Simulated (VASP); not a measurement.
Input:

```yaml
crystal:
  lattice:
    - [0.00000, 2.85485, 2.85485]
    - [2.85485, 0.00000, 2.85485]
    - [2.85485, 2.85485, 0.00000]
  atoms:
    - { symbol: Ge, position: [0.00000, 0.00000, 0.00000] }
    - { symbol: Ge, position: [0.25000, 0.25000, 0.25000] }
```

These are optB86b-vdW, VASP's PBE PAW potentials (set 64) (plane waves; VASP 6.6.1) values and carry that method's errors. Run with 520 eV cut-off, 12×12×12 Γ-centred mesh, tetrahedra with Blöchl corrections, potentials Ge_d.

Problem. What does the run give for the energy per atom (σ→0), band gap (on the k-mesh) with the smallest direct gap where there is one?

Solution. 
band gap (on the k-mesh): none (metal, semimetal or under 0.01 eV)
energy per atom (σ→0): -119.1 kJ/mol-atom

Total energies compare only between runs with the same potentials, cut-off and functional.

The compound is Ge in the diamond structure. It was relaxed first.
